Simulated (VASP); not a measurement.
# NZnBrH2 in VASP: notebook, part 2 of 2

VASP 6.6.1. The steps go on from the part before.

## (5) Relaxation of the atoms, RPBE+D3(BJ)

Contents of INCAR:

```
ALGO = Normal
EDIFF = 1E-6
EDIFFG = -0.01
ENCUT = 400
GGA = RP
IBRION = 2
ISIF = 2
ISMEAR = 0
IVDW = 12
LASPH = True
LCHARG = False
LREAL = False
LWAVE = False
NELM = 80
NSW = 40
PREC = Accurate
SIGMA = 0.01
```

Contents of KPOINTS:

```
k-points
0
Gamma
  1 1 1
```

Contents of POSCAR:

```
ZnH2BrN
1.0
   13.0000000000      0.0000000000      0.0000000000
    0.0000000000     13.0000000000      0.0000000000
    0.0000000000      0.0000000000     12.0000000000
N Zn Br H
1 1 1 2
Direct
    0.4304153800      0.5884923100      0.4700458300
    0.5109692300      0.4882307700      0.5290375000
    0.6209153800      0.3718538500      0.5959541700
    0.3810846200      0.5658000000      0.4097125000
    0.3904846200      0.6313769200      0.5254458300
```

Potentials or basis: VASP PAW PBE potentials, release 64 (N_s, Zn, Br, H_s).

Run with:

```bash
> cat potpaw_PBE.64/N_s/POTCAR potpaw_PBE.64/Zn/POTCAR potpaw_PBE.64/Br/POTCAR potpaw_PBE.64/H_s/POTCAR > POTCAR
> mpirun -np 1 vasp_gam > vasp.out
```

OUTCAR:

```text
EDIFF = 1E-6
   EDIFFG = -0.01
   ENCUT = 400
   GGA = RP
   IBRION = 2
   ISIF = 2
   ISMEAR = 0
   IVDW = 12
   LASPH = True
   LREAL = False
   NELM = 80
   NSW = 40
   PREC = Accurate
 IVDW          = 12

 ion  position               nearest neighbor table
   1  0.430  0.588  0.470-   5 1.01   4 1.01   2 1.82
   2  0.511  0.488  0.529-   1 1.82   3 2.23
   3  0.621  0.372  0.596-   2 2.23
   4  0.381  0.566  0.410-   1 1.01
   5  0.390  0.631  0.525-   1 1.01

  LATTYP: Found a simple tetragonal cell.
 ALAT       =    13.0000000000
 C/A-ratio  =     0.9230769231

  Lattice vectors:

 A1 = (  13.0000000000,   0.0000000000,   0.0000000000)
 A2 = (   0.0000000000,  13.0000000000,   0.0000000000)
 A3 = (   0.0000000000,   0.0000000000,  12.0000000000)

Analysis of symmetry for initial positions (statically):
=====================================================================
 Subroutine PRICEL returns:
 Original cell was already a primitive cell.

 Routine SETGRP: Setting up the symmetry group for a
 simple tetragonal supercell.

 Subroutine GETGRP returns: Found  1 space group operations
 (whereof  1 operations were pure point group operations)
 out of a pool of 16 trial point group operations.

The static configuration has the point symmetry C_1 .

Analysis of symmetry for dynamics (positions and initial velocities):
=====================================================================
 Subroutine PRICEL returns:
 Original cell was already a primitive cell.

 Routine SETGRP: Setting up the symmetry group for a
 simple tetragonal supercell.

 Subroutine GETGRP returns: Found  1 space group operations
 (whereof  1 operations were pure point group operations)
 out of a pool of 16 trial point group operations.

The dynamic configuration has the point symmetry C_1 .

 Subroutine INISYM returns: Found  1 space group operations
 (whereof  1 operations are pure point group operations),
 and found     1 'primitive' translations

----------------------------------------------------------------------------------------

                                     Primitive cell

  volume of cell :    2028.0000

  direct lattice vectors                    reciprocal lattice vectors
    13.000000000  0.000000000  0.000000000     0.076923077  0.000000000  0.000000000
     0.000000000 13.000000000  0.000000000     0.000000000  0.076923077  0.000000000
     0.000000000  0.000000000 12.000000000     0.000000000  0.000000000  0.083333333

  length of vectors
    13.000000000 13.000000000 12.000000000     0.076923077  0.076923077  0.083333333

  position of ions in fractional coordinates (direct lattice)
     0.430415380  0.588492310  0.470045830
     0.510969230  0.488230770  0.529037500
     0.620915380  0.371853850  0.595954170
     0.381084620  0.565800000  0.409712500
     0.390484620  0.631376920  0.525445830

  ion indices of the primitive-cell ions
   primitive index   ion index
                 1           1
                 2           2
                 3           3
                 4           4
                 5           5

----------------------------------------------------------------------------------------

 KPOINTS: k-points

Automatic generation of k-mesh.
 Grid dimensions read from file:
 generate k-points for:    1    1    1

 Generating k-lattice:

  Cartesian coordinates                     Fractional coordinates (reciprocal lattice)
     0.076923077  0.000000000  0.000000000     1.000000000  0.000000000  0.000000000
     0.000000000  0.076923077  0.000000000     0.000000000  1.000000000  0.000000000
     0.000000000  0.000000000  0.083333333     0.000000000  0.000000000  1.000000000

  Length of vectors
     0.076923077  0.076923077  0.083333333

  Shift w.r.t. Gamma in fractional coordinates (k-lattice)
     0.000000000  0.000000000  0.000000000

 Subroutine IBZKPT returns following result:
 ===========================================

 Found      1 irreducible k-points:

 Following reciprocal coordinates:
            Coordinates               Weight
  0.000000  0.000000  0.000000      1.000000
   k-points           NKPTS =      1   k-points in BZ     NKDIM =      1   number of bands    NBANDS=     17
   number of dos      NEDOS =    301   number of ions     NIONS =      5
   total plane-waves  NPLWV = 648000
   dimension x,y,z NGX =    90 NGY =   90 NGZ =   80
   dimension x,y,z NGXF=   180 NGYF=  180 NGZF=  160
   ions per type =               1   1   1   2
   NGX,Y,Z   is equivalent  to a cutoff of  11.51, 11.51, 11.08 a.u.
   NGXF,Y,Z  is equivalent  to a cutoff of  23.02, 23.02, 22.17 a.u.
 SYSTEM =  unknown system
   PREC   = accura    normal or accurate (medium, high low for compatibility)
   ISTART =      0    job   : 0-new  1-cont  2-samecut
   ICHARG =      2    charge: 1-file 2-atom 10-const
   ISPIN  =      1    spin polarized calculation?
   LNONCOLLINEAR =      F non collinear calculations
   LSORBIT =      F    spin-orbit coupling
   LASPH  =      T    aspherical Exc in radial PAW
   ENCUT  =  400.0 eV  29.40 Ry    5.42 a.u.  21.20 21.20 19.57*2*pi/ulx,y,z
   NELM   =     80;   NELMIN=  2; NELMDL= -5     # of ELM steps
   EDIFF  = 0.1E-05   stopping-criterion for ELM
   LREAL  =      F    real-space projection
   EDIFFG = -.1E-01   stopping-criterion for IOM
   NSW    =     40    number of steps for IOM
   IBRION =      2    ionic relax: 0-MD 1-quasi-New 2-CG
   NFREE  =      1    steps in history (QN), initial steepest desc. (CG)
   ISIF   =      2    stress and relaxation
   ISYM   =      2    0-nonsym 1-usesym 2-fastsym
   POTIM  = 0.5000    time-step for ionic-motion
   TEBEG  =    0.0;   TEEND  =   0.0 temperature during run
   PSTRESS=    0.0 pullay stress
   NELECT =      26.0000    total number of electrons
   NUPDOWN=      -1.0000    fix difference up-down
   EMIN   =  10.00;   EMAX   =-10.00  energy-range for DOS
   EFERMI =   0.00;   METHOD = LEGACY
   ISMEAR =     0;   SIGMA  =   0.01  broadening in eV -4-tet -1-fermi 0-gaus
   EFERMI_NEDOS =   21; number of points for ismear=-14 and -15
   IALGO  =     38    algorithm
   IMIX   =      4    mixing-type and parameters
     AMIX     =   0.40;   BMIX     =  1.00
     AMIX_MAG =   1.60;   BMIX_MAG =  1.00
  volume/ion in A,a.u.               =     405.60      2737.12
  Fermi-wavevector in a.u.,A,eV,Ry     =   0.383157  0.724062  1.997460  0.146809
  Thomas-Fermi vector in A             =   1.319904
   LORBIT       =      0    0 simple, 1 ext, 2 COOP (PROOUT), +10 PAW based schemes
   GGA     = RP    functional components
   LHFCALC =     F    Hartree Fock is set to
   AEXX    =    0.0000 exact exchange contribution
   IVDW    =    12    specifies the selected vdW correction
   LEPSILON=     F    determine dielectric tensor
   LRPA    =     F    only Hartree local field effects (RPA)
 conjugate gradient relaxation of ions
 non-spin polarized calculation
 Gauss-broadening in eV      SIGMA  =   0.01
  energy-cutoff  :      400.00
  volume of cell :     2028.00
 maximum number of plane-waves:     18418
 NGX is ok and might be reduce to    90
   NGX = 43   NGY = 43   NGZ = 39

--------------------------------------- Ionic step        1  -------------------------------------------

 number of electron      26.0000028 magnetization

 Free energy of the ion-electron system (eV)
  ---------------------------------------------------
  ext. energy  EPLUGINS =         0.00000000
  ---------------------------------------------------
  free energy    TOTEN  =       -18.57318449 eV

  energy without entropy =      -18.57318449  energy(sigma->0) =      -18.57318449

------------------------ aborting loop because EDIFF is reached ----------------------------------------

 Edisp (eV)   -0.70091

 E8    (eV) :    -0.4177
[... 114 lines left out ...]
  FREE ENERGIE OF THE ION-ELECTRON SYSTEM (eV)
  ---------------------------------------------------
  free  energy   TOTEN  =       -19.2871002016 eV

  energy  without entropy=      -19.2871002016  energy(sigma->0) =      -19.28710020

[... ionic steps 4 to 32 ...]

--------------------------------------- Ionic step       33  -------------------------------------------

 number of electron      26.0000028 magnetization

------------------------ aborting loop because EDIFF is reached ----------------------------------------
[... 81 lines left out ...]
--------------------------------------- Ionic step       35  -------------------------------------------

 number of electron      26.0000029 magnetization

 Free energy of the ion-electron system (eV)
  ---------------------------------------------------
  ext. energy  EPLUGINS =         0.00000000
  ---------------------------------------------------
  free energy    TOTEN  =       -18.59228292 eV

  energy without entropy =      -18.59228292  energy(sigma->0) =      -18.59228292

 E-fermi :  -5.8375     XC(G=0):  -0.7399

 val. band max:       -5.8965942104   @ k =   0.0000   0.0000   0.0000
 cond. band min:      -1.8146650955   @ k =   0.0000   0.0000   0.0000
 fundamental gap:      4.0819291149
 Fermi energy:        -5.8375063656

 k-point     1 :       0.0000    0.0000    0.0000
  band No.  band energies     occupation
      1     -20.4513      2.00000
      2     -19.2614      2.00000
      3     -12.1663      2.00000
      4     -12.0587      2.00000
      5     -11.6215      2.00000
      6     -11.5590      2.00000
[... 9 lines left out ...]
     16      -0.3562      0.00000
     17      -0.0765      0.00000
[... 34 lines left out ...]
  FREE ENERGIE OF THE ION-ELECTRON SYSTEM (eV)
  ---------------------------------------------------
  free  energy   TOTEN  =       -19.2938604265 eV

  energy  without entropy=      -19.2938604265  energy(sigma->0) =      -19.29386043

 reached required accuracy - stopping structural energy minimisation
```

CONTCAR:

```text
ZnH2BrN
   1.00000000000000
    13.0000000000000000    0.0000000000000000    0.0000000000000000
     0.0000000000000000   13.0000000000000000    0.0000000000000000
     0.0000000000000000    0.0000000000000000   12.0000000000000000
  N               Zn              Br              H
     1     1     1     2
Direct
     0.4322670666845823    0.5911185969918021    0.4680701676077412
     0.5106313470496502    0.4882467863194836    0.5289893817359133
     0.6204038921347953    0.3720233810907371    0.5959677352096973
     0.3804461824722650    0.5639859820147269    0.4100803941617402
     0.3901207416587121    0.6303791035832556    0.5270881512849054

  0.00000000E+00  0.00000000E+00  0.00000000E+00
  0.00000000E+00  0.00000000E+00  0.00000000E+00
  0.00000000E+00  0.00000000E+00  0.00000000E+00
  0.00000000E+00  0.00000000E+00  0.00000000E+00
  0.00000000E+00  0.00000000E+00  0.00000000E+00
```

It took 37 min on 1 thread of Intel Xeon Platinum 8259CL at 2.50GHz (Skylake/Cascade Lake), shared host; peak memory 1.2 GiB.

Results:

```yaml
Free_energy: -19.2939 eV
Energy_gained_by_relaxing: 4.0 meV/atom
Ionic_steps: 35
Largest_force_after_relaxing: 0.007 eV/Å
Gap_between_the_frontier_levels: 4.08 eV
Dispersion_energy_per_atom: -0.140 eV
```

Forces in eV/Å, atoms in the order of the input:
```
N   -0.002 -0.002 -0.005
Zn  -0.003  0.005 -0.002
Br   0.003 -0.003  0.002
H    0.002 -0.003  0.000
H    0.000  0.003  0.006
```

The path:
```tsv
step	energy change (eV)	largest force (eV/Å)	pressure (GPa)
1	0.0000	0.8039	0.04
2	0.0617	2.3363	-0.10
3	-0.0130	0.3518	0.00
4	-0.0152	0.3233	-0.01
5	-0.0157	0.1654	-0.01
6	-0.0173	0.0793	-0.01
7	-0.0178	0.0899	-0.02
8	-0.0185	0.1311	-0.02
9	-0.0186	0.1818	-0.01
10	-0.0190	0.1244	-0.01
11	-0.0194	0.0640	-0.01
12	-0.0195	0.0308	-0.01
13	-0.0195	0.0354	-0.01
14	-0.0195	0.0207	-0.01
15	-0.0195	0.0321	-0.01
16	-0.0195	0.0308	-0.01
17	-0.0196	0.0281	-0.01
18	-0.0196	0.0789	-0.01
19	-0.0196	0.0511	-0.01
20	-0.0196	0.0355	-0.01
21	-0.0196	0.0174	-0.01
22	-0.0197	0.0170	-0.01
23	-0.0197	0.0164	-0.01
24	-0.0197	0.0505	-0.01
25	-0.0197	0.0292	-0.01
26	-0.0197	0.0265	-0.01
27	-0.0197	0.0221	-0.01
28	-0.0197	0.0262	-0.01
29	-0.0197	0.0504	-0.01
30	-0.0197	0.0395	-0.01
31	-0.0197	0.0286	-0.01
32	-0.0198	0.0190	-0.01
33	-0.0198	0.0243	-0.01
34	-0.0198	0.0167	-0.01
35	-0.0198	0.0065	-0.01
```

Final structure:
```
N Zn Br H
1.0
    13.00000    0.00000    0.00000
     0.00000   13.00000    0.00000
     0.00000    0.00000   12.00000
N Zn Br H
1 1 1 2
Direct
  0.43227 0.59112 0.46807
  0.51063 0.48825 0.52899
  0.62040 0.37202 0.59597
  0.38045 0.56399 0.41008
  0.39012 0.63038 0.52709
```

Levels at points of the mesh, in eV from the valence-band top:
| k point | band 10 | band 11 | band 12 | band 13 | band 14 | band 15 | band 16 | band 17 |
| --- | --- | --- | --- | --- | --- | --- | --- | --- |
| (0.00, 0.00, 0.00) | -2.33 | -0.97 | -0.93 | 0.00 | 4.08 | 5.18 | 5.54 | 5.82 |

Caveat: the PAW data sets were made with another functional, which shifts forces and pressure a little. RPBE gaps usually lie below the measured ones, often by a third to a half.

## (6) The runs side by side

| task | level | potentials or basis | cell | cutoff (eV) | gap on the mesh (eV) | largest force (eV/Å) |
| --- | --- | --- | --- | --- | --- | --- |
| atomic charges | PBE+TS | VASP PAW PBE potentials, release 64 (N, Zn, Br, H) | as given | 520 | 4.05 | 0.41 |
| electron localisation function | PBE | VASP PAW PBE potentials, release 64 (N, Zn, Br, H) | as given | 520 | 4.05 | 0.41 |
| single point | r2SCAN | VASP PAW PBE potentials, release 64 (N_s, Zn, Br, H_s) | as given | 400 | 4.61 | 0.73 |
| relaxation of the atoms | RPBE+D3(BJ) | VASP PAW PBE potentials, release 64 (N_s, Zn, Br, H_s) | atoms relaxed | 400 | 4.08 | 0.01 |

Alike in all rows: no spin polarisation; k mesh 1 × 1 × 1; smearing gaussian 0.01 eV.

Caveats: the PAW data sets were made with another functional, which shifts forces and pressure a little (some runs).

Absolute energies hang on the potentials; compare differences alone.
